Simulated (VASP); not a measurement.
Data:

```yaml
crystal:
  lattice:
    - [0.00000, 8.50442, 8.50442]
    - [8.50442, 0.00000, 8.50442]
    - [8.50442, 8.50442, 0.00000]
  atoms:
    - { symbol: Be, position: [0.00000, 0.00000, 0.00000] }
    - { symbol: Be, position: [0.00000, 0.00000, 0.33333] }
    - { symbol: Be, position: [0.00000, 0.00000, 0.66667] }
    - { symbol: Be, position: [0.00000, 0.33333, 0.00000] }
    - { symbol: Be, position: [0.00000, 0.33333, 0.33333] }
    - { symbol: Be, position: [0.00000, 0.33333, 0.66667] }
    - { symbol: Be, position: [0.00000, 0.66667, 0.00000] }
    - { symbol: Be, position: [0.00000, 0.66667, 0.33333] }
    - { symbol: Be, position: [0.00000, 0.66667, 0.66667] }
    - { symbol: Be, position: [0.33333, 0.00000, 0.00000] }
    - { symbol: Be, position: [0.33333, 0.00000, 0.33333] }
    - { symbol: Be, position: [0.33333, 0.00000, 0.66667] }
    - { symbol: Be, position: [0.33333, 0.33333, 0.00000] }
    - { symbol: Be, position: [0.33333, 0.33333, 0.33333] }
    - { symbol: Be, position: [0.33333, 0.33333, 0.66667] }
    - { symbol: Be, position: [0.33333, 0.66667, 0.00000] }
    - { symbol: Be, position: [0.33333, 0.66667, 0.33333] }
    - { symbol: Be, position: [0.33333, 0.66667, 0.66667] }
    - { symbol: Be, position: [0.66667, 0.00000, 0.00000] }
    - { symbol: Be, position: [0.66667, 0.00000, 0.33333] }
    - { symbol: Be, position: [0.66667, 0.00000, 0.66667] }
    - { symbol: Be, position: [0.66667, 0.33333, 0.00000] }
    - { symbol: Be, position: [0.66667, 0.33333, 0.33333] }
    - { symbol: Be, position: [0.66667, 0.33333, 0.66667] }
    - { symbol: Be, position: [0.66667, 0.66667, 0.00000] }
    - { symbol: Be, position: [0.66667, 0.66667, 0.33333] }
    - { symbol: Be, position: [0.66667, 0.66667, 0.66667] }
    - { symbol: Te, position: [0.25000, 0.25000, 0.25000] }
    - { symbol: Te, position: [0.25000, 0.25000, 0.58333] }
    - { symbol: Te, position: [0.25000, 0.25000, 0.91667] }
    - { symbol: Te, position: [0.25000, 0.58333, 0.25000] }
    - { symbol: Te, position: [0.25000, 0.58333, 0.58333] }
    - { symbol: Te, position: [0.25000, 0.58333, 0.91667] }
    - { symbol: Te, position: [0.25000, 0.91667, 0.25000] }
    - { symbol: Te, position: [0.25000, 0.91667, 0.58333] }
    - { symbol: Te, position: [0.25000, 0.91667, 0.91667] }
    - { symbol: Te, position: [0.58333, 0.25000, 0.25000] }
    - { symbol: Te, position: [0.58333, 0.25000, 0.58333] }
    - { symbol: Te, position: [0.58333, 0.25000, 0.91667] }
    - { symbol: Te, position: [0.58333, 0.58333, 0.25000] }
    - { symbol: Te, position: [0.58333, 0.58333, 0.58333] }
    - { symbol: Te, position: [0.58333, 0.58333, 0.91667] }
    - { symbol: Te, position: [0.58333, 0.91667, 0.25000] }
    - { symbol: Te, position: [0.58333, 0.91667, 0.58333] }
    - { symbol: Te, position: [0.58333, 0.91667, 0.91667] }
    - { symbol: Te, position: [0.91667, 0.25000, 0.25000] }
    - { symbol: Te, position: [0.91667, 0.25000, 0.58333] }
    - { symbol: Te, position: [0.91667, 0.25000, 0.91667] }
    - { symbol: Te, position: [0.91667, 0.58333, 0.25000] }
    - { symbol: Te, position: [0.91667, 0.58333, 0.58333] }
    - { symbol: Te, position: [0.91667, 0.58333, 0.91667] }
    - { symbol: Te, position: [0.91667, 0.91667, 0.25000] }
    - { symbol: Te, position: [0.91667, 0.91667, 0.58333] }
    - { symbol: Te, position: [0.91667, 0.91667, 0.91667] }
```

Method: PBE GGA, VASP's PBE PAW potentials (set 64) (plane waves; VASP). Run with PREC = Normal, LREAL = Auto, EDIFF = 1E-5, 400 eV cut-off, 1×1×1 Γ-centred mesh, Gaussian smearing of 0.050 eV, potentials Be Te.

The supercell is sampled at Γ alone, which is coarse: total energies, pressure and levels can be off, energies of defects by several tenths of an eV.

### Question
What does the run give for the energy per atom (σ→0), pressure?

### Answer

```json
{
  "energy per atom (σ→0)": "-3.654 eV/atom",
  "pressure": "1.39 GPa"
}
```

The cell is a supercell, built from a database entry that may be metastable or hypothetical.
